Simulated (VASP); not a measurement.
Data:

```xyz
2
Lattice="3.4710 0.0000 0.0000 0.0000 3.4710 0.0000 0.0000 0.0000 3.4710" Properties=species:S:1:pos:R:3 pbc="T T T"
W      0.0000     0.0000     0.0000
S      1.7355     1.7355     1.7355
```

Calculation: PBE GGA, VASP's PBE PAW potentials (set 64) (plane waves; VASP). Run with 400 eV cut-off, 10×10×10 Γ-centred mesh, first-order Methfessel-Paxton smearing of 0.10 eV, potentials W_sv S.

Energy and stress use the plane-wave basis of the starting cell.

Question: The ions, cell shape and volume are relaxed. Which structure does the run end with?

Answer: 
```xyz
2
Lattice="3.0093 0.0000 0.0000 0.0000 3.0093 0.0000 0.0000 0.0000 3.0093" Properties=species:S:1:pos:R:3 pbc="T T T"
W      0.0000     0.0000     0.0000
S      1.5047     1.5047     1.5047
```
Space group Pm-3m (221), at a tolerance of 0.03 Å.

Question: How do energy and volume change from the first to the last step?

Answer: The energy (σ→0) changes by -1257.7 meV/atom and the volume by -34.8 %, in 5 ionic steps.

The structure was generated: WS was put into the CsCl type type (Pm-3m), which need not be its known phase. This run relaxes it. Symmetry was kept, so distortions that lower it aren't found.
